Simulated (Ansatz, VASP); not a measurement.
# Cross-check of W (Tungsten) between VASP and Ansatz

Wanted: the spread between two codes on one cell, functional and k mesh.

Calculated with Ansatz 0.2.0; plane waves, with VASP 6.6.1 beside it; single point at PBEsol.

## (1) The structure

The structure is cubic, space group Im-3m (No. 229). Conventional cell: a = 3.165 Å, b = 3.165 Å, c = 3.165 Å, α = 90.00°, β = 90.00°, γ = 90.00°. W has 8 W at 2.74 Å nearest.

## (2) VASP: single point, PBEsol

With cell and atoms fixed, the geometry can't cause a difference; cores, projectors, grids and the points listed under the comparison can.

Lines of VASP's logs that name or quote its potential files are left out, and so is its time.

INCAR

```
SYSTEM = W
PREC = Accurate
ENCUT = 400
EDIFF = 1E-06
NELM = 100
ISMEAR = -1
SIGMA = 0.05
LREAL = .FALSE.
ALGO = Normal
GGA = PS
NBANDS = 9
LORBIT = 11
LWAVE = .FALSE.
LCHARG = .FALSE.
KPAR = 2
ISIF = 2
```

POSCAR

```
W
1.0
   -1.5823450000      1.5823450000      1.5823450000
    1.5823450000     -1.5823450000      1.5823450000
    1.5823450000      1.5823450000     -1.5823450000
W
1
Direct
    0.0000000000      0.0000000000      0.0000000000
```

KPOINTS

```
Automatic mesh
0
Gamma
12 12 12
0 0 0
```

Potentials, in the order of the species: W (PBE family, release 64).

On the command line:

```sh
mpirun -np 2 vasp_std
```

Numbers of over 12 decimals in the logs are rounded to 6 here.

The program printed:

```text
[banner, memory and clock lines left out]
running    2 mpi-ranks, on    1 nodes
 distrk:  each k-point on    1 cores,    2 groups
 distr:  one band on    1 cores,    1 groups

 POSCAR found type information on POSCAR W
 POSCAR found :  1 types and       1 ions
|                                                                             |
|               ----> ADVICE to this user running VASP <----                  |
|                                                                             |
|     You enforced a specific xc type in the INCAR file but a different       |
|     [... a line on the potential file left out ...]
|     I HOPE YOU KNOW WHAT YOU ARE DOING!                                     |
|                                                                             |

 LDA part: xc-table for (Slater+PW92), standard interpolation
 POSCAR, INCAR and KPOINTS ok, starting setup
 FFT: planning ... GRIDC
 FFT: planning ... GRID_SOFT
 FFT: planning ... GRID
 WAVECAR not read
 entering main loop
       N       E                     dE             d eps       ncg     rms          rms(c)
DAV:   1     0.345053393868E+01    0.34505E+01   -0.25481E+03  1304   0.454E+02
DAV:   2    -0.142940193187E+02   -0.17745E+02   -0.16978E+02  1526   0.118E+02
DAV:   3    -0.146161981893E+02   -0.32218E+00   -0.32154E+00  1467   0.130E+01
DAV:   4    -0.146169970008E+02   -0.79881E-03   -0.79879E-03  1489   0.715E-01
DAV:   5    -0.146169991345E+02   -0.21337E-05   -0.21344E-05  1485   0.321E-02    0.213E+01
DAV:   6    -0.140863070618E+02    0.53069E+00   -0.40300E-01  1417   0.403E+00    0.104E+01
DAV:   7    -0.138808920210E+02    0.20542E+00   -0.46857E-01  1459   0.421E+00    0.325E-01
DAV:   8    -0.138790572625E+02    0.18348E-02   -0.23682E-03  1374   0.370E-01    0.170E-01
DAV:   9    -0.138786660773E+02    0.39119E-03   -0.27716E-04  1519   0.730E-02    0.313E-02
DAV:  10    -0.138786660714E+02    0.58624E-08   -0.31411E-05  1509   0.387E-02    0.245E-02
DAV:  11    -0.138786647126E+02    0.13588E-05   -0.94711E-07   880   0.939E-03    0.462E-03
DAV:  12    -0.138786647736E+02   -0.60931E-07   -0.33930E-08   673   0.201E-03
   1 F= -.13878665E+02 E0= -.13876237E+02  d E =-.485576E-02
```

Parts of OUTCAR (step 2):

```text
ion  position               nearest neighbor table
   1  0.000  0.000  0.000-

  LATTYP: Found a body centered cubic cell.
 ALAT       =     3.1646900000

 Subroutine GETGRP returns: Found 48 space group operations
 (whereof 48 operations were pure point group operations)

The static configuration has the point symmetry O_h .

 Found     72 irreducible k-points:

   k-points           NKPTS =     72   k-points in BZ     NKDIM =     72   number of bands    NBANDS=      9

   dimension x,y,z NGX =    18 NGY =   18 NGZ =   18
   dimension x,y,z NGXF=    36 NGYF=   36 NGZF=   36

   ENCUT  =  400.0 eV  29.40 Ry    5.42 a.u.   4.47  4.47  4.47*2*pi/ulx,y,z

   NELECT =       6.0000    total number of electrons

 k-points in reciprocal lattice and weights: Automatic mesh
   0.00000000  0.00000000  0.00000000       0.001
   0.08333333  0.00000000  0.00000000       0.007
   0.16666667  0.00000000  0.00000000       0.007
   0.25000000  0.00000000  0.00000000       0.007
   0.33333333  0.00000000  0.00000000       0.007
   0.41666667  0.00000000  0.00000000       0.007
   0.50000000  0.00000000  0.00000000       0.003
   0.08333333  0.08333333  0.00000000       0.014
   0.16666667  0.08333333  0.00000000       0.028
[...]
0.50000000  0.50000000  0.41666667       0.007
   0.50000000  0.50000000  0.50000000       0.001

 average (electrostatic) potential at core
       1 -37.7301

 E-fermi :   7.5687

 k-point     1 :       0.0000    0.0000    0.0000
  band No.  band energies     occupation
      1      -1.9822      2.00000
      2       6.4112      2.00000
      3       6.4112      2.00000
      4       6.4112      2.00000
      5       9.8516      0.00000
      6       9.8516      0.00000
      7      22.9292      0.00000
      8      22.9292      0.00000
      9      22.9292      0.00000

 k-point     2 :       0.0833    0.0000    0.0000
  band No.  band energies     occupation
      1      -1.6567      2.00000
      2       6.2130      2.00000
      3       6.3620      2.00000
      4       6.7376      2.00000
      5       9.5596      0.00000
      6       9.8589      0.00000
      7      23.1985      0.00000
      8      23.4978      0.00000
      9      23.7017      0.00000

 k-point     3 :       0.1667    0.0000    0.0000
  band No.  band energies     occupation
      1      -0.7600      2.00000
      2       5.7130      2.00000
      3       6.1138      2.00000
      4       7.6919      0.15672
      5       9.1729      0.00000
      6       9.9096      0.00000
      7      23.6125      0.00000
      8      25.0976      0.00000
    ...

  Total       -0.6166245     -0.6166245     -0.6166245      0.0000000     -0.0000000      0.0000000
  in kB      -62.3401463    -62.3401463    -62.3401463      0.0000000     -0.0000000      0.0000000
  external PRESSURE =     -62.3401463 kB  Pullay stress =       0.0000000 kB

  energy-cutoff  :      400.00
  volume of cell :       15.85
      direct lattice vectors                 reciprocal lattice vectors
    -1.582345000  1.582345000  1.582345000     0.000000000  0.315986716  0.315986716
     1.582345000 -1.582345000  1.582345000     0.315986716  0.000000000  0.315986716
     1.582345000  1.582345000 -1.582345000     0.315986716  0.315986716  0.000000000

 POSITION                                       TOTAL-FORCE (eV/Angst)
 -----------------------------------------------------------------------------------
      0.00000      0.00000      0.00000         0.000000      0.000000      0.000000
 -----------------------------------------------------------------------------------
    total drift:                                0.000000      0.000000      0.000000

  FREE ENERGIE OF THE ION-ELECTRON SYSTEM (eV)
  ---------------------------------------------------
  free  energy   TOTEN  =       -13.8786647736 eV

  energy  without entropy=      -13.8738090167  energy(sigma->0) =      -13.87623690

 total charge
# of ion       s       p       d       tot
------------------------------------------
    1        0.670   0.723   4.177   5.570

[... 3 further parts left out ...]
```

The data set W keeps the semicore shell frozen, which is cheaper and a little less accurate.

## (3) Ansatz: single point, PBEsol

Ansatz runs on its default PAW (the set named soft_2) files.

The same cell, functional, mesh and smearing now go to Ansatz, which takes its cutoff from its data sets.

input.yaml

```yaml
crystal:
  lattice:
    - [-1.582345, 1.582345, 1.582345]
    - [1.582345, -1.582345, 1.582345]
    - [1.582345, 1.582345, -1.582345]
  atoms:
    - { symbol: W, position: [0.0, 0.0, 0.0] }
hamiltonian:
  xc: pbesol
  pseudopotentials: { kind: paw }
kpoints:
  mp_grid: { grid: [12, 12, 12] }
scf:
  occupations: { method: fermi_dirac, width: 0.05 }
  n_extra_bands: 4
output:
  forces: true
  stress: true
  eigenvalues: true
```

On the command line:

```sh
ansatz run input.yaml --threads 2 --pin off --max-ram 4608MiB --backend cpu --events-out ev --progress --plain --runs-dir out
```

The program printed:

```text
scf.n_extra_bands = 4 over 7 filled bands (N_el = 14.0): the run solves 11 bands
Engine: ansatz 0.2.0, aarch64-unknown-linux-gnu
Pseudopotentials: kind: paw
Pseudopotential: W, paw, valence charge 14, recommended cutoff 420 eV (normal), W.paw.azcp
Functional definition: PBEsol
  exchange = pbesol_x
  correlation = pbesol_c
Crystal: 1 atoms, lattice volume = 15.848 Å³
Basis set: ecut = 420 eV, 321 PW (Γ), exchange–correlation on 40×40×40 points (8 copies of the dense FFT grid, shifted against one another)
Bands: 11, of which v1, the nominal top of the filled ones, is band 7 counted from 1 (6 counted from 0)
Symmetry: 48 space group operations
Space group: Im-3m (ITA 229), of the structure as read, at distance tolerance 2.5e-5 Å
k-points: 72 of 1728
Non-local potential: W, projectors of the file, l = 0: 3, l = 1: 2, l = 2: 2, l = 3: 1
PAW form: soft (Blöchl's): semilocal exchange-correlation on the pseudo side does not see the compensation charge
PAW frozen core: W, regenerated for the run's functional, and the local potential with it (the file was generated under x = pbe(κ = 0.804, μ = 0.219515), c = pbe(β = 0.066725))
PAW one-centre angular grid: W, 590 points (default); XC on 64 Gauss nodes
Initial density: superposition of atomic densities (neutral atoms: chi_scale 0, normalization atom), corrected by the library's trained network
Initial wavefunctions: pseudopotential atomic-orbital guess
Functional: x = pbesol(κ = 0.804, μ = 0.123457), c = pbesol(β = 0.046)
SCF iter   1: F=—  HF=-10256.566395 eV  |F-HF|=—  |Δ(HF+E_count)|=         —  Δρ=1.83e-3  dr2=8.81e-5  ethr=1.77e-3  ⟨swp⟩=5.0  Hψ=4222  notcnv=0
preconditioner: auto → none  [metal: Δε(μ)=0.035 eV  Ē_g=9.061 eV  σ=0.050 eV  W_gap=0.17  n_scr=0 (ndim 8)  ℏωp=22.8 eV  f_vac=0.000  D(μ)=0.65/eV (n_scr^D=0)]
SCF iter   2: F=—  HF=-10256.566228 eV  |F-HF|=—  |Δ(HF+E_count)|=   1.67e-4  Δρ=9.80e-4  dr2=3.01e-5  ethr=6.29e-7  ⟨swp⟩=2.2  Hψ=1834  notcnv=0
SCF iter   3: F=—  HF=-10256.566263 eV  |F-HF|=—  |Δ(HF+E_count)|=   3.47e-5  Δρ=2.55e-4  dr2=5.22e-6  ethr=2.15e-7  ⟨swp⟩=2.0  Hψ=1171  notcnv=0
SCF iter   4: F=—  HF=-10256.566262 eV  |F-HF|=—  |Δ(HF+E_count)|=   3.15e-7  Δρ=7.38e-5  dr2=6.97e-7  ethr=3.73e-8  ⟨swp⟩=2.5  Hψ=1061  notcnv=0
iter 5 did not close the SCF: its close was put off for the readings that it lacked (scf_convergence_deferred on its scf_iter line)
SCF iter   5: F=-10256.566262 eV  HF=-10256.566262 eV  |F-HF|=8.34e-8  |Δ(HF+E_count)|=   2.81e-7  Δρ=2.94e-5  dr2=9.91e-8  ethr=4.98e-9  ⟨swp⟩=2.9  Hψ=1252  notcnv=0
SCF iter   6: F=-10256.566262 eV  HF=-10256.566262 eV  |F-HF|=9.09e-12  |Δ(HF+E_count)|=   4.69e-8  Δρ=6.18e-7  dr2=1.31e-11  ethr=7.08e-10  ⟨swp⟩=2.6  Hψ=2911  notcnv=0
SCF 1 converged in 6 iterations: F = -10256.566262 eV  dr2 = 1.31e-11
  greatest PAW one-centre occupation: 1.000 electrons in one spin orbital (limit 2), on the W atom at site 0 (counted from 0), in its partial waves of l = 0
SCF converged after 6 iterations
Free energy (F): -10256.566262 eV
Harris-Foulkes:  -10256.566262 eV  (|F-HF|=9.09e-12)
Internal energy: -10256.561248 eV  (E = F + TS)
E sigma→0 (E₀):  -10256.563755 eV
Entropy (-TS):   -0.005014 eV (-5.014 meV/atom)
Fermi energy:    22.372305 eV
--- Per-component energies (eV) ---
  E_band       = -83.503528
  E_kinetic    = 450.223292
  E_local      = -600.905548  (includes V_loc(G=0)·N_el)
  E_nonlocal   = 2.950644
  E_hartree    = 214.998681
  E_xc         = -265.255178
  E_vxc        = -238.676181  (∫ρ·V_xc dr)
  E_paw        = -8436.026193  (= ΣΔE_a)
  E_vpaw       = -127.093052  (= ΣTr[D̂ρ^β])
  E_aug_tail   = -0.000061  (compensation charges beyond the density's cutoff)
  E_ewald      = -1622.768677
  E_core_change = 0.221792  (= ΣΔE_core)
  E_smearing   = -0.005014  (= −TS)
  E_closure    = 0.000000  (closes the sum)
  Σ components = -10256.566262   (vs F -10256.566262, Δ=0.00e0)
--- Forces (eV/Å), atoms counted from 1 ---
  atom   1  W     -0.00000000     0.00000000     0.00000000
  max |Σ_I F_I| component: 1.17e-31 eV/Å
--- Stress (GPa, compression-positive) ---
       -3.013162       0.000000      -0.000000
        0.000000      -3.013162      -0.000000
       -0.000000       0.000000      -3.013162
  P = ⅓ Tr σ = -3.0132 GPa (-30.132 kbar)
--- Band table (eV; the first three rows and the last of 72) ---
  k-point 0: bands = [... 3 lower, -15.2172, 12.8125, 21.2118, 21.2118, 21.2118, 24.6792, 24.6792, 36.9789]
  k-point 1: bands = [... 3 lower, -15.2177, 13.1469, 21.0117, 21.1611, 21.5376, 24.3793, 24.6844, 37.2530]
  k-point 2: bands = [... 3 lower, -15.2190, 14.0607, 20.5085, 20.9098, 22.4905, 23.9863, 24.7314, 37.7132]
  k-point 71: bands = [... 3 lower, -16.1255, 16.5989, 16.5989, 27.6257, 27.6257, 27.6257, 30.7064, 30.7064]
```

Wall time 1.1 s (2 threads of Arm Neoverse N1, shared host); peak memory 0.26 GiB.

The column dr2 measures how far the density is from self-consistency, as an energy; F and HF (Harris–Foulkes) agree once it is small.

The run ends at a pressure of -3.01 GPa.

## (4) Differences

Known differences besides the PAW data sets themselves: the data sets hold 14 valence electrons in Ansatz (default PAW (the set named soft_2) files) and 6 in VASP; the cutoff is 420 eV in Ansatz and 400 eV in VASP; Ansatz makes its cores anew for this functional, VASP keeps those of its PBE data sets; VASP leaves aspherical gradient terms in its spheres out (LASPH is not set), Ansatz keeps them. Total energies have different zeros and are not compared.

Both answers:

```csv
quantity,Ansatz,VASP,difference
pressure (GPa),-3.01,-6.23,+3.22
```

Ansatz's pressure holds a Pulay correction of 0.06 GPa; VASP's holds none.

## (5) What moves the difference

The difference is large enough to ask for its cause, so further runs change the set-up of one program at a time, as the table lists.

```csv
run,difference in pressure (GPa)
as above,3.2
"cores kept as stored, as VASP does, whose cores stay as stored",3.2
Ansatz's larger PAW set (cutoff 880 eV),3.4
norm-conserving potentials (cutoff 1007 eV),3.5
```

## (6) Outcome

| Item | Value |
| --- | --- |
| difference in pressure (single point, PBEsol) | 3.2 GPa |

The difference in pressure is 3.2 GPa (single point, PBEsol), beyond the 1 GPa picked in this series as the mark of a large difference. For single point, PBEsol: no further run halves the difference in pressure; only Ansatz's side was varied, and Ansatz's runs with other potentials lie closer to each other than to VASP, which for this quantity points to VASP's side; this was not tested here. How closely two codes agree says nothing of how well the functional describes the real material.

[Lines on the potential files, build, host, timing and source positions are cut from VASP's logs without a mark.]

[Logs are printed without paths, hosts, clocks, repeated set-up lines and the standing remarks that a program may print on its own settings, such as how far it seeks lower states.]

[Hosts, paths, dates, database ids (printed as entryN), source tags and the programs' standing remarks are cut or masked in the printed files.]
